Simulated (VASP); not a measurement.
Method: LDA (Ceperley-Alder, Perdew-Zunger), VASP's LDA PAW potentials (set 64) (plane waves; VASP).

The input files of a VASP run:

**KPOINTS**
```
Automatic mesh
0
gamma
 10 10 8
0 0 0
```

### INCAR
```
ISIF  =  3
EDIFF  =  1E-6   # SCF stop (eV)
ISMEAR  =  1
SIGMA  =  0.1   # width (eV)
ALGO  =  Normal
SYSTEM  =  P
NELM  =  100   # most electronic steps
LASPH  =  .TRUE.   # aspherical one-centre terms
LCHARG  =  .FALSE.
IBRION  =  2   # conjugate gradients
EDIFFG  =  -0.02   # ionic stop
PREC  =  Accurate
ENCUT  =  500
NSW  =  40
LREAL  =  .FALSE.   # projection in real space or not
LWAVE  =  .FALSE.
```

**POSCAR**
```
P
1
    1.6521020604    -5.0718239890     0.0000000000
    1.6521020604     5.0718239890    -0.0000000000
    0.0000000000    -0.0000000000     4.1334420959
P
4
Direct
  0.1065589754   0.8934410246   0.9283129538
  0.3934410246   0.6065589754   0.4283129538
  0.6065589754   0.3934410246   0.5716870462
  0.8934410246   0.1065589754   0.0716870462
```

POTCAR, in this order: P (LDA.64 set). Program: vasp_std.

The run wrote:

File OUTCAR:
```
 ion  position               nearest neighbor table
   1  0.107  0.893  0.928-   3 2.21   3 2.21   4 2.24
   2  0.393  0.607  0.428-   4 2.21   4 2.21   3 2.24
   3  0.607  0.393  0.572-   1 2.21   1 2.21   2 2.24
   4  0.893  0.107  0.072-   2 2.21   2 2.21   1 2.24
  LATTYP: Found a base centered orthorhombic cell.
 ALAT       =     3.3042041208
 B/A-ratio  =     3.0699217140
 C/A-ratio  =     1.2509645121
 Subroutine PRICEL returns:
 Original cell was already a primitive cell.
 Subroutine GETGRP returns: Found  8 space group operations
The static configuration has the point symmetry C_2h.
 The point group associated with its full space group is D_2h.
The dynamic configuration has the point symmetry C_2h.
 Subroutine INISYM returns: Found  8 space group operations
 Subroutine IBZKPT returns following result:
 Found    155 irreducible k-points:

 Following reciprocal coordinates:
            Coordinates               Weight
  0.000000  0.000000  0.000000      1.000000
  0.100000  0.000000  0.000000      4.000000
  0.200000  0.000000  0.000000      4.000000
  0.300000  0.000000  0.000000      4.000000
  0.400000  0.000000  0.000000      4.000000
  0.500000  0.000000  0.000000      2.000000
  0.100000  0.100000  0.000000      2.000000
  0.200000  0.100000  0.000000      4.000000
  0.300000  0.100000  0.000000      4.000000
  0.400000  0.100000  0.000000      4.000000
  0.500000  0.100000  0.000000      4.000000
 -0.400000  0.100000  0.000000      4.000000
 -0.300000  0.100000  0.000000      4.000000
 -0.200000  0.100000  0.000000      4.000000
 -0.100000  0.100000  0.000000      2.000000
  0.200000  0.200000  0.000000      2.000000
  0.300000  0.200000  0.000000      4.000000
  0.400000  0.200000  0.000000      4.000000
  0.500000  0.200000  0.000000      4.000000
...
```

### OSZICAR
```
       N       E                     dE             d eps       ncg     rms          rms(c)
DAV:   1     0.594696609977E+02    0.59470E+02   -0.84392E+03  4340   0.119E+03
DAV:   2    -0.203112955779E+02   -0.79781E+02   -0.77397E+02  5740   0.175E+02
DAV:   3    -0.242968351142E+02   -0.39855E+01   -0.39502E+01  5902   0.414E+01
DAV:   4    -0.243490387354E+02   -0.52204E-01   -0.52168E-01  5462   0.561E+00
DAV:   5    -0.243500572251E+02   -0.10185E-02   -0.10181E-02  6004   0.701E-01    0.108E+01
DAV:   6    -0.241857718013E+02    0.16429E+00   -0.98216E-02  5240   0.191E+00    0.628E+00
DAV:   7    -0.241164262793E+02    0.69346E-01   -0.14939E-01  5590   0.235E+00    0.348E-01
DAV:   8    -0.241153535316E+02    0.10727E-02   -0.13821E-02  5120   0.834E-01    0.180E-01
DAV:   9    -0.241153580937E+02   -0.45621E-05   -0.66056E-04  5848   0.181E-01    0.822E-02
DAV:  10    -0.241153414473E+02    0.16646E-04   -0.11503E-04  5282   0.640E-02    0.353E-02
DAV:  11    -0.241153408680E+02    0.57927E-06   -0.97745E-06  5486   0.242E-02
   1 F= -.24115341E+02 E0= -.24115339E+02  d E =-.241153E+02
```

**OUTCAR**
```
------------------------ aborting loop because EDIFF is reached ----------------------------------------
  FORCE on cell =-STRESS in cart. coord.  units (eV):
  Direction    XX          YY          ZZ          XY          YZ          ZX
  --------------------------------------------------------------------------------------
  Total        0.0211742      0.0124760     -0.0022703      0.0000000     -0.0000000      0.0000000
  in kB        0.4897509      0.2885657     -0.0525100      0.0000000     -0.0000000      0.0000000
  external PRESSURE =       0.2419355 kB  Pullay stress =       0.0000000 kB
  volume of cell :       69.27
      direct lattice vectors                 reciprocal lattice vectors
     1.652102060 -5.071823989  0.000000000     0.302644741 -0.098583863  0.000000000
     1.652102060  5.071823989  0.000000000     0.302644741  0.098583863  0.000000000
     0.000000000  0.000000000  4.133442096     0.000000000  0.000000000  0.241929118
 POSITION                                       TOTAL-FORCE (eV/Angst)
 -----------------------------------------------------------------------------------
      1.65210      3.99093      3.83713         0.000000      0.016156      0.007052
      1.65210      1.08090      1.77041         0.000000     -0.016156      0.007052
      1.65210     -1.08090      2.36304         0.000000      0.016156     -0.007052
      1.65210     -3.99093      0.29631         0.000000     -0.016156     -0.007052
 -----------------------------------------------------------------------------------
    total drift:                                0.000000      0.000000      0.000000
  FREE ENERGIE OF THE ION-ELECTRON SYSTEM (eV)
  ---------------------------------------------------
  free  energy   TOTEN  =       -24.1153408680 eV

  energy  without entropy=      -24.1153365691  energy(sigma->0) =      -24.11533944

 reached required accuracy - stopping structural energy minimisation
```
(Selected blocks of OUTCAR.)

The compound is P in the black structure. It was relaxed first, which changed the volume by -9 %.
